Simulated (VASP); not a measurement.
All values below come from PBEsol GGA, VASP's PBE PAW potentials (set 64) (plane waves; VASP).

The input files of a VASP run:

KPOINTS:
```
K-points
0
Gamma
13 13 6
0 0 0
```

**POSCAR**
```
AgF
1
    3.1317385317     0.0000000000     0.0000000000
   -1.5658692659     2.7121651544     0.0000000000
    0.0000000000    -0.0000000000     6.5399311363
Ag F
2 2
Direct
  0.0000000000   0.0000000000   0.0000000000
  0.0000000000   1.0000000000   0.5000000000
  0.3333330000   0.6666670000   0.2500000000
  0.6666670000   0.3333330000   0.7500000000
```

### INCAR
```
SYSTEM  =  AgF
PREC  =  Accurate; ENCUT  =  520; LREAL  =  .FALSE.
LASPH  =  .TRUE.
EDIFF  =  1E-7; NELM  =  100; ALGO  =  Normal
LMAXMIX  =  4
ISMEAR  =  -5
GGA  =  PS
ISIF  =  2
LWAVE  =  .FALSE.; LCHARG  =  .TRUE.; LORBIT  =  11
NEDOS  =  601
LEFG  =  .TRUE.
```

POTCAR, in this order: Ag F (PBE.64 set). Program: vasp_std.

Q: Predict the energy per atom (σ→0), band gap (on the k-mesh).

A: 
| Quantity | Value |
|---|---|
| energy per atom (σ→0) | -3.481 eV/atom |
| band gap (on the k-mesh) | none (metal, semimetal or under 0.01 eV) |

### OSZICAR
```
...
DAV:   9    -0.139230522709E+02    0.18124E-01   -0.49292E-02  4488   0.261E+00    0.287E-01
DAV:  10    -0.139232539504E+02   -0.20168E-03   -0.64961E-03  3792   0.676E-01    0.791E-02
DAV:  11    -0.139232869766E+02   -0.33026E-04   -0.53068E-05  4200   0.662E-02    0.319E-02
DAV:  12    -0.139232769368E+02    0.10040E-04   -0.24821E-05  3852   0.547E-02    0.111E-02
DAV:  13    -0.139232751880E+02    0.17488E-05   -0.28097E-06  3906   0.152E-02    0.156E-03
DAV:  14    -0.139232750461E+02    0.14193E-06   -0.18668E-07  2986   0.542E-03    0.746E-04
DAV:  15    -0.139232750321E+02    0.14007E-07   -0.36040E-08  1962   0.180E-03
   1 F= -.13923275E+02 E0= -.13923275E+02  d E =0.000000E+00
```

The structure was generated: AgF was put into the NiAs type type (P6_3/mmc), which need not be its known phase. It was relaxed first, which changed the volume by +38 %.
